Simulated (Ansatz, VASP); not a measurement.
# Cross-check of TiC between VASP and Ansatz

One calculation is typed for both programs; each brings its own data sets. How far apart do they land? The cell is taken from a series of runs on this material, whose earlier steps may have relaxed, scaled, displaced or heated it; both programs get it as it stands.

Method: plane waves, with VASP 6.6.1 beside it; zone-centre phonons at LDA, in Ansatz 0.2.0.

### Step 1. The structure

The structure is orthorhombic, space group Immm (No. 71). The conventional cell has a = 2.892 Å, b = 3.053 Å, c = 4.286 Å, α = 90.00°, β = 90.00°, γ = 90.00°. Nearest to C lie 6 Ti at 2.10 to 2.14 Å. Nearest to Ti lie 6 C at 2.10 to 2.14 Å. Farther neighbours are not listed.

Structure file:

```cif
data_structure
_symmetry_space_group_name_H-M 'Immm'
_symmetry_Int_Tables_number 71
_cell_length_a 2.8923
_cell_length_b 3.0529
_cell_length_c 4.2864
_cell_angle_alpha 90.000
_cell_angle_beta 90.000
_cell_angle_gamma 90.000
_cell_volume 37.85
loop_
_atom_site_label
_atom_site_type_symbol
_atom_site_symmetry_multiplicity
_atom_site_Wyckoff_symbol
_atom_site_fract_x
_atom_site_fract_y
_atom_site_fract_z
_atom_site_occupancy
C1 C 2 c 0.00000 0.00000 0.50000 1
Ti1 Ti 2 a 0.00000 0.00000 0.00000 1
```

### Step 2. VASP: zone-centre phonons, LDA

Second derivatives magnify differences that forces hide, and they need a tight electronic threshold.

Lines of VASP's logs that name or quote its potential files are left out, and so is its time.

INCAR

```
SYSTEM = TiC
PREC = Accurate
ENCUT = 600
EDIFF = 1E-08
NELM = 120
ISMEAR = 1
SIGMA = 0.2
LREAL = .FALSE.
ALGO = Normal
GGA = PW92
NBANDS = 14
LASPH = .TRUE.
LORBIT = 11
LWAVE = .FALSE.
LCHARG = .FALSE.
ISIF = 2
IBRION = 8
GGA_COMPAT = .FALSE.
KPAR = 2
```

POSCAR

```
TiC
1.0
   -0.0567819497      2.1019787932      2.1431971714
    2.1019787932     -0.0567819497      2.1431971714
    2.0451968435      2.0451968435      0.0000000000
C Ti
1 1
Direct
    0.5000000000      0.5000000000      0.5000000000
    0.0000000000      0.0000000000      0.0000000000
```

KPOINTS

```
Automatic mesh
0
Gamma
16 16 16
0 0 0
```

PAW data sets: C and Ti_sv (LDA family, release 64).

On the command line:

```bash
mpirun -np 2 vasp_std
```

Numbers of over 12 decimals in the logs are rounded to 6 here.

The log of the run:

```text
[banner, memory and clock lines left out]
running    2 mpi-ranks, on    1 nodes
 distrk:  each k-point on    1 cores,    2 groups
 distr:  one band on    1 cores,    1 groups

 POSCAR found type information on POSCAR C Ti
 POSCAR found :  2 types and       2 ions
|                                                                             |
|               ----> ADVICE to this user running VASP <----                  |
|                                                                             |
|     You enforced a specific xc type in the INCAR file but a different       |
|     [... a line on the potential file left out ...]
|     I HOPE YOU KNOW WHAT YOU ARE DOING!                                     |
|                                                                             |

 LDA part: xc-table for (Slater(with rela. corr.)+PW92), standard interpolation
 POSCAR, INCAR and KPOINTS ok, starting setup
 FFT: planning ... GRIDC
 FFT: planning ... GRID_SOFT
 FFT: planning ... GRID
 WAVECAR not read
 entering main loop
       N       E                     dE             d eps       ncg     rms          rms(c)
DAV:   1     0.126735365970E+03    0.12674E+03   -0.89159E+03 17400   0.153E+03
DAV:   2    -0.171119703191E+02   -0.14385E+03   -0.13543E+03 18312   0.374E+02
DAV:   3    -0.254917426910E+02   -0.83798E+01   -0.81567E+01 23090   0.866E+01
DAV:   4    -0.258483497488E+02   -0.35661E+00   -0.35626E+00 21706   0.161E+01
DAV:   5    -0.258570775109E+02   -0.87278E-02   -0.87272E-02 23452   0.220E+00    0.194E+01
DAV:   6    -0.210802123305E+02    0.47769E+01   -0.12759E+01 25086   0.609E+01    0.682E+00
DAV:   7    -0.205253987623E+02    0.55481E+00   -0.21668E+00 20836   0.224E+01    0.556E+00
DAV:   8    -0.204962030343E+02    0.29196E-01   -0.11752E-01 19480   0.407E+00    0.329E+00
DAV:   9    -0.204906459745E+02    0.55571E-02   -0.87629E-02 21602   0.332E+00    0.687E-01
DAV:  10    -0.204899483638E+02    0.69761E-03   -0.96089E-03 24130   0.130E+00    0.590E-01
DAV:  11    -0.204885813289E+02    0.13670E-02   -0.40537E-03 18810   0.969E-01    0.129E-01
DAV:  12    -0.204885770293E+02    0.42996E-05   -0.33050E-04 19416   0.233E-01    0.257E-02
DAV:  13    -0.204885708439E+02    0.61854E-05   -0.14619E-05 25116   0.463E-02    0.765E-03
DAV:  14    -0.204885705053E+02    0.33866E-06   -0.57576E-07 19500   0.712E-03    0.212E-03
DAV:  15    -0.204885704729E+02    0.32316E-07   -0.69319E-08 24084   0.208E-03    0.239E-04
DAV:  16    -0.204885704721E+02    0.84447E-09   -0.37721E-09 12174   0.656E-04
   1 F= -.20488570E+02 E0= -.20488594E+02  d E =0.695348E-04
 Linear response reoptimize wavefunctions to high precision
DAV:   1    -0.204885704718E+02    0.30877E-09   -0.11124E-09 13454   0.388E-04
DAV:   2    -0.204885704718E+02   -0.24102E-10   -0.17000E-10 10452   0.119E-04
 Linear response DOF=           4
 Linear response progress:
  Degree of freedom:   1/  4
       N       E                     dE             d eps       ncg     rms          rms(c)
RMM:   1    -0.127642106993E+00   -0.12764E+00   -0.63353E-02 66233   0.245E+00
RMM:   2    -0.116833885448E+00    0.10808E-01   -0.61594E-03 61100   0.608E-01    0.152E-01
RMM:   3    -0.117469861934E+00   -0.63598E-03   -0.21463E-03 63935   0.258E-01    0.695E-02
RMM:   4    -0.118512898854E+00   -0.10430E-02   -0.75621E-04 65079   0.155E-01    0.148E-02
RMM:   5    -0.118644303755E+00   -0.13140E-03   -0.17200E-04 74313   0.632E-02    0.301E-03
RMM:   6    -0.118634483047E+00    0.98207E-05   -0.23490E-05 73500   0.263E-02    0.160E-03
RMM:   7    -0.118630422298E+00    0.40607E-05   -0.47406E-06 75014   0.126E-02    0.767E-04
RMM:   8    -0.118634370784E+00   -0.39485E-05   -0.12719E-06 74312   0.635E-03    0.392E-04
RMM:   9    -0.118632456858E+00    0.19139E-05   -0.37503E-07 75436   0.340E-03    0.133E-04
RMM:  10    -0.118632297740E+00    0.15912E-06   -0.49118E-07 73507   0.182E-03    0.801E-05
RMM:  11    -0.118632374310E+00   -0.76570E-07   -0.16488E-07 74267   0.100E-03    0.586E-05
RMM:  12    -0.118632373896E+00    0.41403E-09    0.36933E-08 78083   0.541E-04    0.598E-05
 first order change of Fermi-energy   0.32793E-03
 force on displaced ion       1 direction 1 : -12.487   1.367   0.000
 Linear response progress:
  Degree of freedom:   2/  4
       N       E                     dE             d eps       ncg     rms          rms(c)
RMM:   1    -0.125370802745E+00   -0.12537E+00   -0.52372E-02 37971   0.223E+00
RMM:   2    -0.116142219161E+00    0.92286E-02   -0.53950E-03 33738   0.556E-01    0.148E-01
RMM:   3    -0.116761351084E+00   -0.61913E-03   -0.18279E-03 34711   0.238E-01    0.675E-02
RMM:   4    -0.117765125898E+00   -0.10038E-02   -0.71544E-04 35754   0.146E-01    0.143E-02
RMM:   5    -0.117890987172E+00   -0.12586E-03   -0.14509E-04 40732   0.565E-02    0.285E-03
RMM:   6    -0.117870070704E+00    0.20916E-04   -0.20217E-05 39847   0.230E-02    0.124E-03
RMM:   7    -0.117867640524E+00    0.24302E-05   -0.41257E-06 41323   0.106E-02    0.643E-04
RMM:   8    -0.117872607574E+00   -0.49670E-05   -0.95028E-07 40952   0.522E-03    0.317E-04
RMM:   9    -0.117871112021E+00    0.14956E-05   -0.50980E-07 41520   0.285E-03    0.119E-04
RMM:  10    -0.117870973201E+00    0.13882E-06   -0.56336E-07 40566   0.148E-03    0.497E-05
RMM:  11    -0.117871063906E+00   -0.90705E-07   -0.50068E-08 42426   0.792E-04    0.144E-05
RMM:  12    -0.117871017441E+00    0.46465E-07   -0.83819E-08 42105   0.419E-04    0.576E-06
RMM:  13    -0.117871027715E+00   -0.10273E-07   -0.14383E-07 41815   0.234E-04    0.113E-05
RMM:  14    -0.117871025159E+00    0.25559E-08   -0.38253E-08 40668   0.139E-04    0.119E-05
 first order change of Fermi-energy   0.49248E-03
 force on displaced ion       1 direction 3 :   0.000   0.000 -10.297
 Linear response progress:
  Degree of freedom:   3/  4
       N       E                     dE             d eps       ncg     rms          rms(c)
RMM:   1    -0.658334188167E+00   -0.65833E+00    0.95903E+00 30847   0.131E+02
RMM:   2    -0.632349468352E+00    0.25985E-01   -0.24011E-01 52790   0.507E+00    0.232E-01
RMM:   3    -0.631453669721E+00    0.89580E-03   -0.18936E-02 63218   0.121E+00    0.115E-01
RMM:   4    -0.630719825936E+00    0.73384E-03   -0.73022E-03 69469   0.518E-01    0.213E-02
RMM:   5    -0.631246661505E+00   -0.52684E-03   -0.11739E-03 73876   0.208E-01    0.101E-02
RMM:   6    -0.631557351164E+00   -0.31069E-03   -0.31917E-04 74316   0.914E-02    0.737E-03
RMM:   7    -0.631820152626E+00   -0.26280E-03   -0.83487E-05 68643   0.460E-02    0.272E-03
RMM:   8    -0.632006111091E+00   -0.18596E-03   -0.37193E-05 70629   0.261E-02    0.264E-03
RMM:   9    -0.631909013058E+00    0.97098E-04   -0.24490E-05 69311   0.155E-02    0.751E-04
RMM:  10    -0.631931973499E+00   -0.22960E-04   -0.16700E-05 74807   0.905E-03    0.248E-04
RMM:  11    -0.631945392865E+00   -0.13419E-04   -0.13136E-05 74636   0.590E-03    0.735E-05
RMM:  12    -0.631942934423E+00    0.24584E-05   -0.92130E-06 77177   0.409E-03    0.892E-05
RMM:  13    -0.631941268741E+00    0.16657E-05   -0.73309E-06 75125   0.306E-03    0.174E-04
RMM:  14    -0.631944439771E+00   -0.31710E-05   -0.57136E-06 69204   0.244E-03    0.109E-04
RMM:  15    -0.631945756255E+00   -0.13165E-05   -0.47710E-06 72824   0.196E-03    0.855E-05
RMM:  16    -0.631946370918E+00   -0.61466E-06   -0.36978E-06 75595   0.162E-03    0.789E-05
RMM:  17    -0.631946357662E+00    0.13256E-07   -0.31667E-06 70847   0.137E-03    0.977E-05
RMM:  18    -0.631947698298E+00   -0.13406E-05   -0.24302E-06 62870   0.121E-03    0.609E-05
RMM:  19    -0.631948156724E+00   -0.45843E-06   -0.21319E-06 66742   0.103E-03    0.427E-05
RMM:  20    -0.631948662499E+00   -0.50578E-06   -0.16196E-06 65483   0.899E-04    0.272E-05
RMM:  21    -0.631948856700E+00   -0.19420E-06   -0.14831E-06 70946   0.777E-04    0.222E-05
RMM:  22    -0.631948827898E+00    0.28802E-07   -0.11670E-06 72001   0.676E-04    0.237E-05
RMM:  23    -0.631948774053E+00    0.53845E-07   -0.10963E-06 68638   0.596E-04    0.252E-05
 first order change of Fermi-energy  -0.31356E-03
 force on displaced ion       2 direction 1 : -12.476   1.368   0.000
 Linear response progress:
  Degree of freedom:   4/  4
       N       E                     dE             d eps       ncg     rms          rms(c)
RMM:   1    -0.687483618551E+00   -0.68748E+00    0.68990E+00 17529   0.129E+02
RMM:   2    -0.660880110128E+00    0.26604E-01   -0.23246E-01 29301   0.496E+00    0.232E-01
RMM:   3    -0.660318543820E+00    0.56157E-03   -0.18738E-02 34863   0.119E+00    0.114E-01
RMM:   4    -0.659806922356E+00    0.51162E-03   -0.75119E-03 38715   0.513E-01    0.209E-02
RMM:   5    -0.660459674888E+00   -0.65275E-03   -0.11172E-03 40611   0.200E-01    0.969E-03
RMM:   6    -0.660769188516E+00   -0.30951E-03   -0.29700E-04 40935   0.873E-02    0.703E-03
RMM:   7    -0.661020491311E+00   -0.25130E-03   -0.70610E-05 37984   0.433E-02    0.232E-03
RMM:   8    -0.661210267461E+00   -0.18978E-03   -0.32041E-05 38899   0.248E-02    0.272E-03
RMM:   9    -0.661107294703E+00    0.10297E-03   -0.21960E-05 37916   0.148E-02    0.835E-04
RMM:  10    -0.661134665825E+00   -0.27371E-04   -0.13773E-05 40954   0.838E-03    0.209E-04
RMM:  11    -0.661146931530E+00   -0.12266E-04   -0.10559E-05 41405   0.539E-03    0.691E-05
RMM:  12    -0.661144451283E+00    0.24802E-05   -0.82025E-06 42200   0.371E-03    0.827E-05
RMM:  13    -0.661145279591E+00   -0.82831E-06   -0.60062E-06 42531   0.270E-03    0.913E-05
RMM:  14    -0.661141183417E+00    0.40962E-05   -0.49131E-06 38052   0.222E-03    0.226E-04
[...]
RMM:  22    -0.661150630375E+00   -0.12691E-06   -0.10099E-06 37093   0.558E-04    0.645E-06
RMM:  23    -0.661150632946E+00   -0.25711E-08   -0.81599E-07 40413   0.484E-04    0.747E-06
RMM:  24    -0.661150715600E+00   -0.82655E-07   -0.74022E-07 35022   0.431E-04    0.150E-05
RMM:  25    -0.661150726414E+00   -0.10814E-07   -0.64235E-07 38960   0.374E-04    0.171E-05
RMM:  26    -0.661150608362E+00    0.11805E-06   -0.59056E-07 38107   0.333E-04    0.190E-05
RMM:  27    -0.661150598968E+00    0.93936E-08   -0.47816E-07 37250   0.292E-04    0.213E-05
RMM:  28    -0.661150585678E+00    0.13290E-07   -0.43758E-07 37140   0.261E-04    0.206E-05
RMM:  29    -0.661150595605E+00   -0.99266E-08   -0.34409E-07 34493   0.230E-04    0.209E-05
 first order change of Fermi-energy  -0.30795E-03
 force on displaced ion       2 direction 3 :   0.000   0.000 -10.304
 Linear response finished
```

OUTCAR, selected parts (step 2):

```text
ion  position               nearest neighbor table
   1  0.500  0.500  0.500-   2 2.10   2 2.10   2 2.10   2 2.10   2 2.14   2 2.14
   2  0.000  0.000  0.000-   1 2.10   1 2.10   1 2.10   1 2.10   1 2.14   1 2.14

  LATTYP: Found a body centered orthorhombic cell.
 ALAT       =     2.8923451138
 B/A-ratio  =     1.0555271243
 C/A-ratio  =     1.4819788698

 Subroutine GETGRP returns: Found  8 space group operations
 (whereof  8 operations were pure point group operations)

The static configuration has the point symmetry D_2h.

 Found    621 irreducible k-points:

   k-points           NKPTS =    621   k-points in BZ     NKDIM =    621   number of bands    NBANDS=     14

   dimension x,y,z NGX =    24 NGY =   24 NGZ =   24
   dimension x,y,z NGXF=    48 NGYF=   48 NGZF=   48

   ENCUT  =  600.0 eV  44.10 Ry    6.64 a.u.   6.00  6.00  5.78*2*pi/ulx,y,z

   NELECT =      16.0000    total number of electrons

 k-points in reciprocal lattice and weights: Automatic mesh
   0.00000000  0.00000000  0.00000000       0.000
   0.06250000  0.00000000  0.00000000       0.001
   0.12500000  0.00000000  0.00000000       0.001
   0.18750000 -0.00000000  0.00000000       0.001
   0.25000000  0.00000000  0.00000000       0.001
   0.31250000  0.00000000  0.00000000       0.001
   0.37500000 -0.00000000  0.00000000       0.001
   0.43750000 -0.00000000  0.00000000       0.001
   0.50000000  0.00000000  0.00000000       0.000
[...]
0.25000000  0.25000000  0.50000000       0.000
  -0.25000000  0.25000000  0.50000000       0.000

 average (electrostatic) potential at core
       1 -47.8797       2 -70.1005

  Total        1.2041041      1.2041041      0.0279993      1.1660644      0.0000000      0.0000000
  in kB      101.9395842    101.9395842      2.3704233     98.7191422      0.0000000      0.0000000
  external PRESSURE =      68.7498639 kB  Pullay stress =       0.0000000 kB

  energy-cutoff  :      600.00
  volume of cell :       18.92
      direct lattice vectors                 reciprocal lattice vectors
    -0.056781950  2.101978793  2.143197171    -0.231614366  0.231614366  0.233296314
     2.101978793 -0.056781950  2.143197171     0.231614366 -0.231614366  0.233296314
     2.045196843  2.045196843  0.000000000     0.244475245  0.244475245 -0.233296314

 POSITION                                       TOTAL-FORCE (eV/Angst)
 -----------------------------------------------------------------------------------
      2.04520      2.04520      2.14320         0.000000     -0.000000      0.000000
      0.00000      0.00000      0.00000         0.000000      0.000000     -0.000000
 -----------------------------------------------------------------------------------
    total drift:                                0.000000     -0.000000     -0.000000

 Eigenvectors and eigenvalues of the dynamical matrix
 ----------------------------------------------------

   1 f  =   18.777152 THz   117.980323 2PiTHz  626.338360 cm-1    77.656024 meV
             X         Y         Z           dx          dy          dz
      2.045197  2.045197  2.143197    -0.632283    0.632283    0.000000
      0.000000  0.000000  0.000000     0.316572   -0.316572   -0.000000

   2 f  =   16.821747 THz   105.694155 2PiTHz  561.113088 cm-1    69.569125 meV
             X         Y         Z           dx          dy          dz
      2.045197  2.045197  2.143197    -0.632309   -0.632309   -0.000000
      0.000000  0.000000  0.000000     0.316521    0.316521    0.000000

   3 f  =   16.189965 THz   101.724552 2PiTHz  540.039111 cm-1    66.956286 meV
             X         Y         Z           dx          dy          dz
      2.045197  2.045197  2.143197     0.000000   -0.000000    0.894063
      0.000000  0.000000  0.000000    -0.000000    0.000000   -0.447941

   4 f/i=    0.002091 THz     0.013141 2PiTHz    0.069762 cm-1     0.008649 meV
             X         Y         Z           dx          dy          dz
      2.045197  2.045197  2.143197    -0.000000    0.000000    0.447941
      0.000000  0.000000  0.000000    -0.000000    0.000000    0.894063

   5 f/i=    0.002634 THz     0.016548 2PiTHz    0.087851 cm-1     0.010892 meV
             X         Y         Z           dx          dy          dz
      2.045197  2.045197  2.143197    -0.316572    0.316572   -0.000000
      0.000000  0.000000  0.000000    -0.632283    0.632283   -0.000000

   6 f/i=    0.003711 THz     0.023317 2PiTHz    0.123785 cm-1     0.015347 meV
             X         Y         Z           dx          dy          dz
      2.045197  2.045197  2.143197     0.316521    0.316521   -0.000000
      0.000000  0.000000  0.000000     0.632309    0.632309   -0.000000

 ELASTIC MODULI CONTR FROM IONIC RELAXATION (kBar)
 Direction    XX          YY          ZZ          XY          YZ          ZX
 --------------------------------------------------------------------------------
 XX           0.0000      0.0000      0.0000      0.0000      0.0000      0.0000
 YY           0.0000      0.0000      0.0000      0.0000      0.0000      0.0000
 ZZ           0.0000      0.0000      0.0000      0.0000      0.0000      0.0000
 XY           0.0000      0.0000      0.0000      0.0000      0.0000      0.0000
 YZ           0.0000      0.0000      0.0000      0.0000      0.0000      0.0000
 ZX           0.0000      0.0000      0.0000      0.0000      0.0000      0.0000
 --------------------------------------------------------------------------------
```

[end of part 1 of 2]

[Lines on the potential files, build, host, timing and source positions are cut from VASP's logs without a mark.]

[Logs are printed without paths, hosts, clocks, repeated set-up lines and the standing remarks that a program may print on its own settings, such as how far it seeks lower states.]

[Hosts, paths, dates, database ids (printed as entryN), source tags and the programs' standing remarks are cut or masked in the printed files.]
